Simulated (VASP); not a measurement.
# RbZnBr3 (Pm-3m) in VASP: notebook

The runs below take RbZnBr3 through single point, with PBEsol.

Everything below comes from runs of VASP 6.6.1. Logs are shortened: lines on timing, memory, paths and dates and some standing lists are left out, and cuts for length are marked.

## (1) The structure

The structure is cubic, space group Pm-3m (No. 221). Conventional cell: a = 5.192 Å, b = 5.192 Å, c = 5.192 Å, α = 90.00°, β = 90.00°, γ = 90.00°. Rb (site symmetry m-3m) is surrounded by 12 Br at 3.67 Å. Zn (site symmetry m-3m) has 6 Br at 2.60 Å as nearest neighbours. Br (site symmetry 4/mmm) is surrounded by 2 Zn at 2.60 Å.

The cell comes from a database or a generator and needn't be the stable form of this composition.

## (2) Single point, PBEsol

File INCAR:

```
PREC = Accurate
ENCUT = 520
EDIFF = 1E-6
ISMEAR = 0
SIGMA = 0.05
LREAL = F
LASPH = T
NELM = 100
ALGO = Normal
ISIF = 2
LWAVE = F
LCHARG = T
GGA = PS
LELF = T
LVHAR = T
NBANDS = 29
```

File KPOINTS:

```
regular mesh
0
Gamma
  4 4 4
```

File POSCAR:

```
RbZnBr3
1.0
    5.1922175254      0.0000000000      0.0000000000
    0.0000000000      5.1922175254      0.0000000000
    0.0000000000      0.0000000000      5.1922175254
Rb Zn Br
1 1 3
Direct
    0.0000000000      0.0000000000      0.0000000000
    0.5000000000      0.5000000000      0.5000000000
    0.5000000000      0.5000000000      0.0000000000
    0.5000000000      0.0000000000      0.5000000000
    0.0000000000      0.5000000000      0.5000000000
```

Potentials or basis: VASP PAW PBE potentials, release 64 (Rb_sv, Zn, Br).

Launch:

```
> cat potpaw_PBE.64/Rb_sv/POTCAR potpaw_PBE.64/Zn/POTCAR potpaw_PBE.64/Br/POTCAR > POTCAR
> mpirun -np 1 vasp_std > vasp.out
```

OUTCAR:

```text
PREC = Accurate
   ENCUT = 520
   EDIFF = 1E-6
   ISMEAR = 0
   LREAL = F
   LASPH = T
   NELM = 100
   ISIF = 2
   GGA = PS

 ion  position               nearest neighbor table
   1  0.000  0.000  0.000-   3 3.67   4 3.67   5 3.67   4 3.67   5 3.67   3 3.67   5 3.67   5 3.67
                             3 3.67   4 3.67   4 3.67   3 3.67
   2  0.500  0.500  0.500-   3 2.60   4 2.60   5 2.60   3 2.60   4 2.60   5 2.60
   3  0.500  0.500  0.000-   2 2.60   2 2.60   1 3.67   1 3.67   1 3.67   1 3.67
   4  0.500  0.000  0.500-   2 2.60   2 2.60   1 3.67   1 3.67   1 3.67   1 3.67
   5  0.000  0.500  0.500-   2 2.60   2 2.60   1 3.67   1 3.67   1 3.67   1 3.67

  LATTYP: Found a simple cubic cell.
 ALAT       =     5.1922175254

  Lattice vectors:

 A1 = (   5.1922175254,   0.0000000000,   0.0000000000)
 A2 = (   0.0000000000,   5.1922175254,   0.0000000000)
 A3 = (   0.0000000000,   0.0000000000,   5.1922175254)

Analysis of symmetry for initial positions (statically):
=====================================================================
 Subroutine PRICEL returns:
 Original cell was already a primitive cell.

 Routine SETGRP: Setting up the symmetry group for a
 simple cubic supercell.

 Subroutine GETGRP returns: Found 48 space group operations
 (whereof 48 operations were pure point group operations)
 out of a pool of 48 trial point group operations.

The static configuration has the point symmetry O_h .

Analysis of symmetry for dynamics (positions and initial velocities):
=====================================================================
 Subroutine PRICEL returns:
 Original cell was already a primitive cell.

 Routine SETGRP: Setting up the symmetry group for a
 simple cubic supercell.

 Subroutine GETGRP returns: Found 48 space group operations
 (whereof 48 operations were pure point group operations)
 out of a pool of 48 trial point group operations.

The dynamic configuration has the point symmetry O_h .

 Subroutine INISYM returns: Found 48 space group operations
 (whereof 48 operations are pure point group operations),
 and found     1 'primitive' translations

----------------------------------------------------------------------------------------

                                     Primitive cell

  volume of cell :     139.9776

  direct lattice vectors                    reciprocal lattice vectors
     5.192217525  0.000000000  0.000000000     0.192595937  0.000000000  0.000000000
     0.000000000  5.192217525  0.000000000     0.000000000  0.192595937  0.000000000
     0.000000000  0.000000000  5.192217525     0.000000000  0.000000000  0.192595937

  length of vectors
     5.192217525  5.192217525  5.192217525     0.192595937  0.192595937  0.192595937

  position of ions in fractional coordinates (direct lattice)
     0.000000000  0.000000000  0.000000000
     0.500000000  0.500000000  0.500000000
     0.500000000  0.500000000  0.000000000
     0.500000000  0.000000000  0.500000000
     0.000000000  0.500000000  0.500000000

  ion indices of the primitive-cell ions
   primitive index   ion index
                 1           1
                 2           2
                 3           3
                 4           4
                 5           5

----------------------------------------------------------------------------------------

 KPOINTS: regular mesh

Automatic generation of k-mesh.
 Grid dimensions read from file:
 generate k-points for:    4    4    4

 Generating k-lattice:

  Cartesian coordinates                     Fractional coordinates (reciprocal lattice)
     0.048148984  0.000000000  0.000000000     0.250000000  0.000000000  0.000000000
     0.000000000  0.048148984  0.000000000     0.000000000  0.250000000  0.000000000
     0.000000000  0.000000000  0.048148984     0.000000000  0.000000000  0.250000000

  Length of vectors
     0.048148984  0.048148984  0.048148984

  Shift w.r.t. Gamma in fractional coordinates (k-lattice)
     0.000000000  0.000000000  0.000000000

 Subroutine IBZKPT returns following result:
 ===========================================

 Found     10 irreducible k-points:

 Following reciprocal coordinates:
            Coordinates               Weight
  0.000000  0.000000  0.000000      1.000000
  0.250000  0.000000  0.000000      6.000000
  0.500000  0.000000  0.000000      3.000000
  0.250000  0.250000  0.000000     12.000000
  0.500000  0.250000  0.000000     12.000000
  0.500000  0.500000  0.000000      3.000000
  0.250000  0.250000  0.250000      8.000000
  0.500000  0.250000  0.250000     12.000000
  0.500000  0.500000  0.250000      6.000000
  0.500000  0.500000  0.500000      1.000000
   k-points           NKPTS =     10   k-points in BZ     NKDIM =     10   number of bands    NBANDS=     29
   number of dos      NEDOS =    301   number of ions     NIONS =      5
   total plane-waves  NPLWV =  64000
   dimension x,y,z NGX =    40 NGY =   40 NGZ =   40
   dimension x,y,z NGXF=    80 NGYF=   80 NGZF=   80
   ions per type =               1   1   3
   NGX,Y,Z   is equivalent  to a cutoff of  12.81, 12.81, 12.81 a.u.
   NGXF,Y,Z  is equivalent  to a cutoff of  25.61, 25.61, 25.61 a.u.
 SYSTEM =  unknown system
   PREC   = accura    normal or accurate (medium, high low for compatibility)
   ISTART =      0    job   : 0-new  1-cont  2-samecut
   ICHARG =      2    charge: 1-file 2-atom 10-const
   ISPIN  =      1    spin polarized calculation?
   LNONCOLLINEAR =      F non collinear calculations
   LSORBIT =      F    spin-orbit coupling
   LASPH  =      T    aspherical Exc in radial PAW
   ENCUT  =  520.0 eV  38.22 Ry    6.18 a.u.   9.65  9.65  9.65*2*pi/ulx,y,z
   NELM   =    100;   NELMIN=  2; NELMDL= -5     # of ELM steps
   EDIFF  = 0.1E-05   stopping-criterion for ELM
[... 8 lines left out ...]
   TEBEG  =    0.0;   TEEND  =   0.0 temperature during run
   PSTRESS=    0.0 pullay stress
   NELECT =      42.0000    total number of electrons
   NUPDOWN=      -1.0000    fix difference up-down
   EMIN   =  10.00;   EMAX   =-10.00  energy-range for DOS
[... 5 lines left out ...]
     AMIX     =   0.40;   BMIX     =  1.00
     AMIX_MAG =   1.60;   BMIX_MAG =  1.00
  volume/ion in A,a.u.               =      28.00       188.92
  Fermi-wavevector in a.u.,A,eV,Ry     =   1.095986  2.071113 16.343122  1.201186
  Thomas-Fermi vector in A             =   2.232320
   LORBIT       =      0    0 simple, 1 ext, 2 COOP (PROOUT), +10 PAW based schemes
   GGA     = PS    functional components
   LHFCALC =     F    Hartree Fock is set to
   AEXX    =    0.0000 exact exchange contribution
   IVDW    =     0    specifies the selected vdW correction
   LEPSILON=     F    determine dielectric tensor
   LRPA    =     F    only Hartree local field effects (RPA)
 non-spin polarized calculation
 Gauss-broadening in eV      SIGMA  =   0.05
  energy-cutoff  :      520.00
  volume of cell :      139.98
 maximum number of plane-waves:      3840
 NGX is ok and might be reduce to    40
   NGX = 19   NGY = 19   NGZ = 19

 number of electron      41.9999969 magnetization

 Free energy of the ion-electron system (eV)
  ---------------------------------------------------
  ext. energy  EPLUGINS =         0.00000000
  ---------------------------------------------------
  free energy    TOTEN  =       -13.90991491 eV

  energy without entropy =      -13.90970471  energy(sigma->0) =      -13.90980981

 E-fermi :   0.3315     XC(G=0):  -8.8721

 val. band max:        0.2455348467   @ k =   0.5000   0.5000   0.5000
 cond. band min:       0.3946105218   @ k =   0.0000   0.0000   0.0000
 fundamental gap:      0.1490756751
 Fermi energy:         0.3315346956

 k-point     1 :       0.0000    0.0000    0.0000
  band No.  band energies     occupation
      1     -24.6672      2.00000
      2     -13.9198      2.00000
      3     -12.9981      2.00000
      4     -12.9981      2.00000
      5      -8.8031      2.00000
      6      -8.8031      2.00000
[... 21 lines left out ...]
     28       6.8780      0.00000
     29      10.4679      0.00000

 k-point     2 :       0.2500    0.0000    0.0000
  band No.  band energies     occupation
      1     -24.6665      2.00000
      2     -13.8178      2.00000
      3     -13.1045      2.00000
      4     -12.9937      2.00000
      5      -8.7948      2.00000
      6      -8.7948      2.00000
[... 21 lines left out ...]
     28       7.6496      0.00000
     29       9.4837      0.00000

 k-point     3 :       0.5000    0.0000    0.0000
  band No.  band energies     occupation
      1     -24.6657      2.00000
      2     -13.6689      2.00000
      3     -13.2574      2.00000
      4     -12.9894      2.00000
      5      -8.7864      2.00000
      6      -8.7864      2.00000
[... 21 lines left out ...]
     28       8.3207      0.00000
     29       9.4004      0.00000

 k-point     4 :       0.2500    0.2500    0.0000
  band No.  band energies     occupation
      1     -24.6658      2.00000
      2     -13.7150      2.00000
      3     -13.1339      2.00000
      4     -13.0525      2.00000
      5      -8.7958      2.00000
      6      -8.7870      2.00000
[... 21 lines left out ...]
     28       8.3413      0.00000
     29       8.9301      0.00000

 k-point     5 :       0.5000    0.2500    0.0000
  band No.  band energies     occupation
      1     -24.6651      2.00000
      2     -13.5574      2.00000
      3     -13.2594      2.00000
      4     -13.0698      2.00000
      5      -8.7896      2.00000
      6      -8.7792      2.00000
[... 21 lines left out ...]
     28       8.5844      0.00000
     29       8.7440      0.00000

 k-point     6 :       0.5000    0.5000    0.0000
  band No.  band energies     occupation
      1     -24.6644      2.00000
      2     -13.3348      2.00000
      3     -13.2613      2.00000
      4     -13.2613      2.00000
      5      -8.7923      2.00000
      6      -8.7923      2.00000
[... 21 lines left out ...]
     28       8.9271      0.00000
     29       8.9295      0.00000

 k-point     7 :       0.2500    0.2500    0.2500
  band No.  band energies     occupation
      1     -24.6651      2.00000
      2     -13.6185      2.00000
      3     -13.1251      2.00000
      4     -13.1251      2.00000
      5      -8.8082      2.00000
      6      -8.8082      2.00000
[... 21 lines left out ...]
     28       8.2651      0.00000
     29       9.2211      0.00000

 k-point     8 :       0.5000    0.2500    0.2500
  band No.  band energies     occupation
      1     -24.6645      2.00000
      2     -13.4653      2.00000
      3     -13.2541      2.00000
      4     -13.1163      2.00000
      5      -8.8209      2.00000
      6      -8.7982      2.00000
[... 21 lines left out ...]
     28       8.3464      0.00000
     29       9.0593      0.00000

 k-point     9 :       0.5000    0.5000    0.2500
  band No.  band energies     occupation
      1     -24.6638      2.00000
      2     -13.2864      2.00000
      3     -13.2489      2.00000
      4     -13.2489      2.00000
      5      -8.8240      2.00000
      6      -8.8240      2.00000
[... 21 lines left out ...]
     28       8.2768      0.00000
     29       8.8985      0.00000

 k-point    10 :       0.5000    0.5000    0.5000
  band No.  band energies     occupation
      1     -24.6633      2.00000
      2     -13.2362      2.00000
      3     -13.2362      2.00000
      4     -13.2362      2.00000
      5      -8.8558      2.00000
      6      -8.8558      2.00000
[... 21 lines left out ...]
     28       8.1323      0.00000
     29       8.1323      0.00000

------------------------ aborting loop because EDIFF is reached ----------------------------------------

  FORCE on cell =-STRESS in cart. coord.  units (eV):
  Direction    XX          YY          ZZ          XY          YZ          ZX
  --------------------------------------------------------------------------------------
  -------------------------------------------------------------------------------------
  Total        0.1979807      0.1979807      0.1979807     -0.0000000     -0.0000000      0.0000000
  in kB        2.2660776      2.2660776      2.2660776     -0.0000000     -0.0000000      0.0000000
  external PRESSURE =       2.2660776 kB  Pullay stress =       0.0000000 kB

 VOLUME and BASIS-vectors are now :
 -----------------------------------------------------------------------------
  energy-cutoff  :      520.00
  volume of cell :      139.98
      direct lattice vectors                 reciprocal lattice vectors
     5.192217525  0.000000000  0.000000000     0.192595937  0.000000000  0.000000000
     0.000000000  5.192217525  0.000000000     0.000000000  0.192595937  0.000000000
     0.000000000  0.000000000  5.192217525     0.000000000  0.000000000  0.192595937

 POSITION                                       TOTAL-FORCE (eV/Angst)
 -----------------------------------------------------------------------------------
      0.00000      0.00000      0.00000         0.000000      0.000000      0.000000
      2.59611      2.59611      2.59611         0.000000      0.000000      0.000000
      2.59611      2.59611      0.00000         0.000000      0.000000      0.000000
      2.59611      0.00000      2.59611         0.000000      0.000000      0.000000
      0.00000      2.59611      2.59611         0.000000      0.000000      0.000000
 -----------------------------------------------------------------------------------
    total drift:                               -0.000000      0.000000     -0.000000

  FREE ENERGIE OF THE ION-ELECTRON SYSTEM (eV)
  ---------------------------------------------------
  free  energy   TOTEN  =       -13.9099149143 eV

  energy  without entropy=      -13.9097047069  energy(sigma->0) =      -13.90980981
```

Wall time 46 s (1 thread of Intel Xeon Platinum 8259CL at 2.50GHz (Skylake/Cascade Lake), shared host); peak memory 0.26 GiB.

What came out:

| Quantity | Value |
| --- | --- |
| Free energy | -13.9099 eV |
| Pressure | 0.2 GPa |
| Band gap on the k mesh | 0.15 eV, indirect (least direct gap 0.65 eV) |

Caveat: the PAW data sets were made with another functional, which shifts forces and pressure a little. A k mesh can miss the band edges.

[end of part 1 of 2]
